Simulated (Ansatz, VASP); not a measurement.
**C (Graphite): VASP beside Ansatz**

Wanted: the spread between two codes on one cell, functional and k mesh.

Calculated with Ansatz 0.2.0; plane waves, with VASP 6.6.1 beside it; band structure at LDA.

The database entry behind the starting cell differs from later determinations by our own check (0.1 to 0.3 % short, probably kX units), so it need not match the best structure at ambient conditions.

### Step 1. The structure

It takes space group P6_3/mmc (No. 194, hexagonal). Conventional cell: a = 2.456 Å, b = 2.456 Å, c = 6.696 Å, α = 90.00°, β = 90.00°, γ = 120.00°. Nearest to C lie 3 C at 1.42 Å. C has 3 C at 1.42 Å nearest.

As a file:

```cif
data_structure
_symmetry_space_group_name_H-M 'P 1'
_symmetry_Int_Tables_number 1
_cell_length_a 2.4560
_cell_length_b 2.4560
_cell_length_c 6.6960
_cell_angle_alpha 90.000
_cell_angle_beta 90.000
_cell_angle_gamma 120.000
_cell_volume 34.98
loop_
_atom_site_label
_atom_site_type_symbol
_atom_site_fract_x
_atom_site_fract_y
_atom_site_fract_z
_atom_site_occupancy
C1 C 0.00000 0.00000 0.75000 1
C2 C 0.00000 0.00000 0.25000 1
C3 C 0.33333 0.66667 0.75000 1
C4 C 0.66667 0.33333 0.25000 1
```

### Step 2. VASP: band structure, LDA

With cell and atoms fixed, the geometry can't cause a difference; cores, projectors, grids and the points listed under the comparison can.

Lines of VASP's logs that name or quote its potential files are left out, and so is its time.

INCAR

```
SYSTEM = C
PREC = Accurate
ENCUT = 520
EDIFF = 1E-06
NELM = 100
ISMEAR = 0
SIGMA = 0.02
LREAL = .FALSE.
ALGO = Normal
GGA = CA
NBANDS = 22
LORBIT = 11
LWAVE = .FALSE.
LCHARG = .FALSE.
KPAR = 8
```

POSCAR

```
C
1.0
    2.4560000000      0.0000000000      0.0000000000
   -1.2280000000      2.1269583917      0.0000000000
    0.0000000000      0.0000000000      6.6960000000
C
4
Direct
    0.0000000000      0.0000000000      0.7500000000
    0.0000000000      0.0000000000      0.2500000000
    0.3333333333      0.6666666667      0.7500000000
    0.6666666667      0.3333333333      0.2500000000
```

KPOINTS

```
Automatic mesh
0
Gamma
6 6 2
0 0 0
```

KPOINTS_OPT

```
Line mode
16
Line-mode
Reciprocal
  0.00000000   0.00000000   0.00000000 GAMMA
  0.50000000   0.00000000   0.00000000 M

  0.50000000   0.00000000   0.00000000 M
  0.33333333   0.33333333   0.00000000 K

  0.33333333   0.33333333   0.00000000 K
  0.00000000   0.00000000   0.00000000 GAMMA

  0.00000000   0.00000000   0.00000000 GAMMA
  0.00000000   0.00000000   0.50000000 A

  0.00000000   0.00000000   0.50000000 A
  0.50000000   0.00000000   0.50000000 L

  0.50000000   0.00000000   0.50000000 L
  0.33333333   0.33333333   0.50000000 H

  0.33333333   0.33333333   0.50000000 H
  0.00000000   0.00000000   0.50000000 A

  0.50000000   0.00000000   0.50000000 L
  0.50000000   0.00000000   0.00000000 M

  0.33333333   0.33333333   0.00000000 K
  0.33333333   0.33333333   0.50000000 H
```

The projector-augmented-wave data sets are C (PBE family, release 64).

Command:

```
$ mpirun -np 8 vasp_std
```

Numbers of over 12 decimals in the logs are rounded to 6 here.

What it wrote:

```text
[banner, memory and clock lines left out]
running    8 mpi-ranks, on    1 nodes
 distrk:  each k-point on    1 cores,    8 groups
 distr:  one band on    1 cores,    1 groups

 POSCAR found type information on POSCAR C
 POSCAR found :  1 types and       4 ions
|                                                                             |
|           W    W    AA    RRRRR   N    N  II  N    N   GGGG   !!!           |
|           W    W   A  A   R    R  NN   N  II  NN   N  G    G  !!!           |
|           W    W  A    A  R    R  N N  N  II  N N  N  G       !!!           |
|           W WW W  AAAAAA  RRRRR   N  N N  II  N  N N  G  GGG   !            |
|           WW  WW  A    A  R   R   N   NN  II  N   NN  G    G                |
|           W    W  A    A  R    R  N    N  II  N    N   GGGG   !!!           |
|                                                                             |
|     For optimal performance we recommend to set                             |
|       NCORE = 2 up to number-of-cores-per-socket                            |
|     NCORE specifies how many cores store one orbital (NPAR=cpu/NCORE).      |
|     This setting can greatly improve the performance of VASP for DFT.       |
|     The default, NCORE=1 might be grossly inefficient on modern             |
|     multi-core architectures or massively parallel machines. Do your        |
|     Unfortunately you need to use the default for GW and RPA                |
|     calculations (for HF NCORE is supported but not extensively tested      |
|     yet).                                                                   |
|                                                                             |

|                                                                             |
|               ----> ADVICE to this user running VASP <----                  |
|                                                                             |
|     You enforced a specific xc type in the INCAR file but a different       |
|     [... a line on the potential file left out ...]
|     I HOPE YOU KNOW WHAT YOU ARE DOING!                                     |
|                                                                             |

 LDA part: xc-table for (Slater(with rela. corr.)+CA(PZ))
 , standard interpolation
 POSCAR, INCAR and KPOINTS ok, starting setup
 FFT: planning ... GRIDC
 FFT: planning ... GRID_SOFT
 FFT: planning ... GRID
 WAVECAR not read
 entering main loop
       N       E                     dE             d eps       ncg     rms          rms(c)
DAV:   1     0.240722296201E+02    0.24072E+02   -0.75307E+03   616   0.679E+02
DAV:   2    -0.409699775866E+02   -0.65042E+02   -0.60395E+02   812   0.157E+02
DAV:   3    -0.430489320758E+02   -0.20790E+01   -0.20594E+01   780   0.239E+01
DAV:   4    -0.430596807309E+02   -0.10749E-01   -0.10728E-01   758   0.208E+00
DAV:   5    -0.430597388246E+02   -0.58094E-04   -0.58089E-04   776   0.145E-01    0.902E+00
DAV:   6    -0.410294624314E+02    0.20303E+01   -0.99336E-01   708   0.547E+00    0.510E+00
DAV:   7    -0.404118184971E+02    0.61764E+00   -0.12250E+00   716   0.605E+00    0.144E+00
DAV:   8    -0.404167735389E+02   -0.49550E-02   -0.66254E-02   682   0.131E+00    0.614E-01
DAV:   9    -0.404117591891E+02    0.50143E-02   -0.20718E-03   738   0.337E-01    0.301E-01
DAV:  10    -0.404108205115E+02    0.93868E-03   -0.14037E-03   738   0.211E-01    0.765E-02
DAV:  11    -0.404109616781E+02   -0.14117E-03   -0.13942E-04   740   0.788E-02    0.134E-01
DAV:  12    -0.404108213050E+02    0.14037E-03   -0.69369E-05   756   0.722E-02    0.482E-02
DAV:  13    -0.404108035650E+02    0.17740E-04   -0.15121E-05   752   0.246E-02    0.103E-02
DAV:  14    -0.404108029731E+02    0.59185E-06   -0.18191E-06   646   0.764E-03
   1 F= -.40410803E+02 E0= -.40410237E+02  d E =-.113266E-02
 Start KPOINTS_OPT (optional k-point list driver)
k-point batch [1-14\144]
       N       E                     dE             ncg
DAV:   1     0.423595629433E+02   -0.47592E+04      616
DAV:   2    -0.932540075933E+03   -0.97490E+03      816
DAV:   3    -0.966847447290E+03   -0.34307E+02      778
DAV:   4    -0.966974955174E+03   -0.12751E+00      730
DAV:   5    -0.966975393718E+03   -0.43854E-03      794
DAV:   6    -0.966975396012E+03   -0.22943E-05      732
DAV:   7    -0.966975396039E+03   -0.26412E-07      662
[...]
k-point batch [141-144\144]
       N       E                     dE             ncg
DAV:   1     0.882768979206E+04   -0.35954E+04      176
DAV:   2     0.862602790197E+04   -0.20166E+03      218
DAV:   3     0.862054217772E+04   -0.54857E+01      232
DAV:   4     0.862050167627E+04   -0.40501E-01      188
DAV:   5     0.862050113791E+04   -0.53836E-03      248
DAV:   6     0.862050112720E+04   -0.10708E-04      190
DAV:   7     0.862050112696E+04   -0.24180E-06      232
```

From OUTCAR (step 2):

```text
ion  position               nearest neighbor table
   1  0.000  0.000  0.750-   3 1.42   3 1.42   3 1.42
   2  0.000  0.000  0.250-   4 1.42   4 1.42   4 1.42
   3  0.333  0.667  0.750-   1 1.42   1 1.42   1 1.42
   4  0.667  0.333  0.250-   2 1.42   2 1.42   2 1.42

  LATTYP: Found a hexagonal cell.
 ALAT       =     2.4560000000
 C/A-ratio  =     2.7263843648

 Subroutine GETGRP returns: Found 24 space group operations
 (whereof 12 operations were pure point group operations)

The static configuration has the point symmetry D_3d.
 The point group associated with its full space group is D_6h.

 Found     14 irreducible k-points:

   k-points           NKPTS =     14   k-points in BZ     NKDIM =     14   number of bands    NBANDS=     22

   dimension x,y,z NGX =    18 NGY =   18 NGZ =   50
   dimension x,y,z NGXF=    36 NGYF=   36 NGZF=  100

   ENCUT  =  520.0 eV  38.22 Ry    6.18 a.u.   4.57  4.57 12.45*2*pi/ulx,y,z

   NELECT =      16.0000    total number of electrons

 k-points in reciprocal lattice and weights: Automatic mesh
   0.00000000  0.00000000  0.00000000       0.014
   0.16666667 -0.00000000  0.00000000       0.083
   0.33333333 -0.00000000  0.00000000       0.083
   0.50000000 -0.00000000  0.00000000       0.042
   0.16666667  0.16666667  0.00000000       0.083
   0.33333333  0.16666667  0.00000000       0.167
   0.33333333  0.33333333  0.00000000       0.028
   0.00000000  0.00000000  0.50000000       0.014
   0.16666667 -0.00000000  0.50000000       0.083
[...]
0.33333333  0.16666667  0.50000000       0.167
   0.33333333  0.33333333  0.50000000       0.028

 average (electrostatic) potential at core
       1 -50.6614       2 -50.6614       3 -50.6346       4 -50.6346

 E-fermi :   4.4754

 k-point     1 :       0.0000    0.0000    0.0000
  band No.  band energies     occupation
    ...
      4      -2.1112      2.00000
      5       1.4888      2.00000
      6       1.4888      2.00000
      7       1.5075      2.00000
      8       1.5075      2.00000
      9       8.3511      0.00000
     10      12.8509      0.00000
     11      12.8509      0.00000
     12      12.9048      0.00000
     13      12.9048      0.00000
    ...

 k-point     2 :       0.1667   -0.0000    0.0000
  band No.  band energies     occupation
    ...
      4      -1.3569      2.00000
      5      -0.7871      2.00000
      6      -0.7203      2.00000
      7       0.3334      2.00000
      8       0.3749      2.00000
      9       9.1565      0.00000
     10      12.8433      0.00000
     11      13.0302      0.00000
     12      13.7072      0.00000
     13      14.1036      0.00000
    ...

 k-point     3 :       0.3333   -0.0000    0.0000
  band No.  band energies     occupation
    ...
      4      -4.9561      2.00000
      5      -1.3015      2.00000
      6      -1.2476      2.00000
      7      -1.0334      2.00000
      8       0.7520      2.00000
      9       8.9786      0.00000
     10       9.9346      0.00000
     11      11.5314      0.00000
     12      12.2416      0.00000
     13      12.6341      0.00000
    ...

  Total       -0.6487273     -0.6487273     -0.1458225     -0.0000000      0.0000000      0.0000000
  in kB      -29.7146037    -29.7146037     -6.6793201     -0.0000000      0.0000000      0.0000000
  external PRESSURE =     -22.0361758 kB  Pullay stress =       0.0000000 kB

  energy-cutoff  :      520.00
  volume of cell :       34.98
      direct lattice vectors                 reciprocal lattice vectors
     2.456000000  0.000000000  0.000000000     0.407166124  0.235077471  0.000000000
    -1.228000000  2.126958392  0.000000000     0.000000000  0.470154942  0.000000000
     0.000000000  0.000000000  6.696000000     0.000000000  0.000000000  0.149342891

 POSITION                                       TOTAL-FORCE (eV/Angst)
 -----------------------------------------------------------------------------------
      0.00000      0.00000      5.02200         0.000000     -0.000000     -0.000000
      0.00000      0.00000      1.67400        -0.000000      0.000000     -0.000000
     -0.00000      1.41797      5.02200        -0.000000      0.000000      0.000000
      1.22800      0.70899      1.67400         0.000000     -0.000000     -0.000000
 -----------------------------------------------------------------------------------
    total drift:                               -0.000000      0.000000      0.000000

  FREE ENERGIE OF THE ION-ELECTRON SYSTEM (eV)
  ---------------------------------------------------
  free  energy   TOTEN  =       -40.4108029731 eV

  energy  without entropy=      -40.4096703170  energy(sigma->0) =      -40.41023665

 total charge
# of ion       s       p       d       tot
------------------------------------------
    1        0.850   1.798   0.000   2.647
    2        0.850   1.798   0.000   2.647
    3        0.849   1.801   0.000   2.650
    4        0.849   1.801   0.000   2.650
--------------------------------------------------
tot          3.397   7.197   0.000  10.594

[... 3 further parts left out ...]
```

At this level the cell is under a tension of 2.2 GPa, so at these settings it is away from equilibrium.

### Step 3. Ansatz: band structure, LDA

Ansatz runs on its default PAW (the set named soft_2) files.

The same cell, functional (in two slightly different forms), mesh and smearing now go to Ansatz, which takes its cutoff from its data sets.

input.yaml

```yaml
crystal:
  lattice:
    - [2.456, 0.0, 0.0]
    - [-1.228, 2.1269583917, 0.0]
    - [0.0, 0.0, 6.696]
  atoms:
    - { symbol: C, position: [0.0, 0.0, 0.75] }
    - { symbol: C, position: [0.0, 0.0, 0.25] }
    - { symbol: C, position: [0.3333333333, 0.6666666667, 0.75] }
    - { symbol: C, position: [0.6666666667, 0.3333333333, 0.25] }
hamiltonian:
  xc: lda
  pseudopotentials: { kind: paw }
kpoints:
  mp_grid: { grid: [6, 6, 2] }
  band_path:
    path:
      - [0.0, 0.0, 0.0]
      - [0.13333, 0.0, 0.0]
      - [0.3, 0.0, 0.0]
      - [0.46667, 0.0, 0.0]
      - [0.46667, 0.06667, 0.0]
      - [0.41111, 0.17778, 0.0]
      - [0.35556, 0.28889, 0.0]
      - [0.28889, 0.28889, 0.0]
      - [0.17778, 0.17778, 0.0]
      - [0.06667, 0.06667, 0.0]
      - [0.0, 0.0, 0.03333]
      - [0.0, 0.0, 0.2]
      - [0.0, 0.0, 0.36667]
      - [0.0, 0.0, 0.5]
      - [0.16667, 0.0, 0.5]
      - [0.3, 0.0, 0.5]
      - [0.46667, 0.0, 0.5]
      - [0.46667, 0.06667, 0.5]
      - [0.41111, 0.17778, 0.5]
      - [0.35556, 0.28889, 0.5]
      - [0.28889, 0.28889, 0.5]
      - [0.17778, 0.17778, 0.5]
      - [0.06667, 0.06667, 0.5]
      - [0.5, 0.0, 0.46667]
      - [0.5, 0.0, 0.3]
      - [0.5, 0.0, 0.13333]
      - [0.33333, 0.33333, 0.0]
      - [0.33333, 0.33333, 0.16667]
      - [0.33333, 0.33333, 0.33333]
      - [0.33333, 0.33333, 0.5]
    npoints: 1
scf:
  occupations: { method: gaussian, width: 0.02 }
  n_extra_bands: 8
output:
  forces: true
  stress: true
  eigenvalues: true
```

Command:

```
$ ansatz run input.yaml --threads 2 --pin off --max-ram 4608MiB --backend cpu --events-out ev --progress --plain --runs-dir out
```

What it wrote:

```text
scf.n_extra_bands = 8 over 8 filled bands (N_el = 16.0): the run solves 16 bands
Engine: ansatz 0.2.0, aarch64-unknown-linux-gnu
Pseudopotentials: kind: paw
Pseudopotential: C, paw, valence charge 4, recommended cutoff 420 eV (normal), C.paw.azcp
Functional definition: SPW92
  exchange = slater_x
  correlation = pw_c
Crystal: 4 atoms, lattice volume = 34.979 Å³
Basis set: ecut = 420 eV, 653 PW (Γ)
Bands: 16, of which v1, the nominal top of the filled ones, is band 8 counted from 1 (7 counted from 0)
Symmetry: 24 space group operations
Space group: P63/mmc (ITA 194), of the structure as read, at distance tolerance 3.3e-5 Å
k-points: 14 of 72
Non-local potential: C, projectors of the file, l = 0: 2, l = 1: 2, l = 2: 1
PAW form: soft (Blöchl's): semilocal exchange-correlation on the pseudo side does not see the compensation charge
PAW frozen core: C, regenerated for the run's functional, and the local potential with it (the file was generated under x = pbe(κ = 0.804, μ = 0.219515), c = pbe(β = 0.066725))
PAW one-centre angular grid: C, 110 points (default); XC on 64 Gauss nodes
Initial density: superposition of atomic densities (neutral atoms: chi_scale 0, normalization atom), corrected by the library's trained network
Initial wavefunctions: pseudopotential atomic-orbital guess
Functional: x = slater, c = lda
SCF iter   1: F=—  HF=-971.841343 eV  |F-HF|=—  |Δ(HF+E_count)|=         —  Δρ=6.10e-3  dr2=4.69e-3  ethr=1.77e-3  ⟨swp⟩=4.9  Hψ=1068  notcnv=0
preconditioner: auto → none  [insulator: Δε(μ)=0.025 eV  Ē_g=18.273 eV  σ=0.020 eV  W_gap=0.53  n_scr=4 (ndim 8)  ℏωp=25.1 eV  f_vac=0.001  D(μ)=5.72/eV (n_scr^D=82)  ε∞_Penn≈2.9]
SCF iter   2: F=—  HF=-971.841372 eV  |F-HF|=—  |Δ(HF+E_count)|=   2.94e-5  Δρ=2.90e-3  dr2=1.07e-3  ethr=2.93e-5  ⟨swp⟩=2.6  Hψ=435  notcnv=0  defer=30
SCF iter   3: F=—  HF=-971.841186 eV  |F-HF|=—  |Δ(HF+E_count)|=   1.87e-4  Δρ=1.78e-4  dr2=8.83e-6  ethr=6.66e-6  ⟨swp⟩=1.0  Hψ=188  notcnv=0  defer=30
SCF iter   4: F=—  HF=-971.841178 eV  |F-HF|=—  |Δ(HF+E_count)|=   7.67e-6  Δρ=4.85e-5  dr2=6.04e-7  ethr=5.52e-8  ⟨swp⟩=2.2  Hψ=284  notcnv=0  defer=30
iter 5 did not close the SCF: its close was put off for the readings that it lacked (scf_convergence_deferred on its scf_iter line)
SCF iter   5: F=-971.841178 eV  HF=-971.841178 eV  |F-HF|=6.17e-9  |Δ(HF+E_count)|=   1.12e-7  Δρ=7.90e-6  dr2=1.30e-8  ethr=3.78e-9  ⟨swp⟩=2.1  Hψ=302  notcnv=0  defer=30
SCF iter   6: F=-971.841178 eV  HF=-971.841178 eV  |F-HF|=2.69e-10  |Δ(HF+E_count)|=   3.56e-9  Δρ=1.28e-6  dr2=4.07e-10  ethr=8.15e-11  ⟨swp⟩=5.4  Hψ=923  notcnv=0
SCF 1 converged in 6 iterations: F = -971.841178 eV  dr2 = 4.07e-10
  greatest PAW one-centre occupation: 0.668 electrons in one spin orbital (limit 2), on the C atom at site 1 (counted from 0), in its partial waves of l = 0
NSCF: frozen V_eff on 30 k-points
SCF converged after 6 iterations
Free energy (F): -971.841178 eV
Harris-Foulkes:  -971.841178 eV  (|F-HF|=2.69e-10)
Internal energy: -971.840034 eV  (E = F + TS)
E sigma→0 (E₀):  -971.840606 eV
Entropy (-TS):   -0.001144 eV (-0.286 meV/atom)
Fermi energy:    6.782079 eV
--- Per-component energies (eV) ---
  E_band       = -36.441338
  E_kinetic    = 364.591472
  E_local      = -614.957045  (includes V_loc(G=0)·N_el)
  E_nonlocal   = 113.858521
  E_hartree    = 183.708121
  E_xc         = -190.253754
  E_vxc        = -236.542615  (∫ρ·V_xc dr)
  E_paw        = -367.677637  (= ΣΔE_a)
  E_vpaw       = -30.808021  (= ΣTr[D̂ρ^β])
  E_aug_tail   = 0.000039  (compensation charges beyond the density's cutoff)
  E_ewald      = -461.361081
  E_core_change = 0.251330  (= ΣΔE_core)
  E_smearing   = -0.001144  (= −TS)
  E_closure    = -0.000000  (closes the sum)
  Σ components = -971.841178   (vs F -971.841178, Δ=0.00e0)
--- Forces (eV/Å), atoms counted from 1 ---
  atom   1  C      0.00000000     0.00000000     0.00000000
  atom   2  C      0.00000000    -0.00000000     0.00000000
  atom   3  C     -0.00000000    -0.00000000     0.00000000
  atom   4  C      0.00000000     0.00000000     0.00000000
  max |Σ_I F_I| component: 2.22e-16 eV/Å
--- Stress (GPa, compression-positive) ---
       -5.155652      -0.000000       0.000000
       -0.000000      -5.155652      -0.000000
        0.000000      -0.000000      -0.537739
  P = ⅓ Tr σ = -3.6163 GPa (-36.163 kbar)
--- Band table (eV; the first three rows and the last of 14) ---
  k-point 0: bands = [... 4 lower, 3.7990, 3.7990, 3.8172, 3.8172, 10.6765, 15.1650, 15.1650, 15.2188, ... 4 higher]
  k-point 1: bands = [... 4 lower, 3.8090, 3.8090, 3.8090, 3.8090, 13.3488, 13.3488, 15.1904, 15.1904, ... 4 higher]
  k-point 2: bands = [... 4 lower, 1.5206, 1.5871, 2.6425, 2.6831, 11.4816, 15.1509, 15.3383, 15.9932, ... 4 higher]
  k-point 13: bands = [... 4 lower, -3.8519, -3.8519, 6.7820, 6.7820, 6.8011, 6.8011, 16.6395, 16.6395, ... 4 higher]
```

Wall time 0.49 s (2 threads of Arm Neoverse V2, shared host); peak memory 0.24 GiB; 0.8 s of CPU time.

Reading the cycles: dr2 is the Hartree energy of the density residual (eV), the measure of convergence; HF is the Harris–Foulkes estimate of the energy, which meets the free energy F at convergence.

### Step 4. Differences

Known differences besides the potentials themselves: the two LDA forms differ slightly; the cutoff is 420 eV in Ansatz and 520 eV in VASP; Ansatz makes its cores anew for this functional, VASP keeps those of its PBE data sets; VASP's log shows a relativistic correction to its local exchange, Ansatz's none. Total energies have different zeros and are not compared.

Compared:

```
                                        quantity  Ansatz   VASP  difference
                                  pressure (GPa)   -3.62  -2.20       -1.41
pressure without Ansatz's Pulay correction (GPa)   -4.36  -2.20       -2.15
```

Levels from 3 eV below to 2 eV above the Fermi level differ by 3 meV r.m.s. and 6 meV at most; each VASP level is matched to the nearest of Ansatz, which flatters the figure a little. Ansatz's pressure holds a Pulay correction of 0.74 GPa; VASP's holds none.

### Step 5. Further runs

Further runs change the set-up of one program: Ansatz's method, potentials or start, or VASP's data sets, cutoff or form of LDA. The table gives Ansatz less VASP for each quantity, since a change that brings one quantity closer may part another.

```
                                        run  pressure (GPa)  pressure without Ansatz's Pulay correction (GPa)
                                   as above            -1.4                                              -2.2
                       cores kept as stored           -0.99                                              -1.7
    Ansatz's larger PAW set (cutoff 800 eV)            -1.3                                              -1.5
norm-conserving potentials (cutoff 1116 eV)          -0.100                                             -0.27
```

### Step 6. Outcome

| Quantity | Value |
| --- | --- |
| difference in pressure (band structure, LDA) | -1.4 GPa |

The difference in pressure is -1.4 GPa (band structure, LDA), beyond the 1 GPa picked in this series as the mark of a large difference. Band structure, LDA, cores kept as stored: the difference in pressure goes from -1.4 to -0.99 GPa. Band structure, LDA, Ansatz's larger PAW set (cutoff 800 eV): the difference in pressure without Ansatz's Pulay correction goes from -2.2 to -1.5 GPa. Band structure, LDA, norm-conserving potentials (cutoff 1116 eV): the difference in pressure goes from -1.4 to -0.100 GPa; the difference in pressure without Ansatz's Pulay correction goes from -2.2 to -0.27 GPa. How closely two codes agree says nothing of how well the functional describes the real material.

[Lines on the potential files, build, host, timing and source positions are cut from VASP's logs without a mark.]

[Logs are printed without paths, hosts, clocks, repeated set-up lines and the standing remarks that a program may print on its own settings, such as how far it seeks lower states.]

[Hosts, paths, dates, database ids (printed as entryN), source tags and the programs' standing remarks are cut or masked in the printed files.]
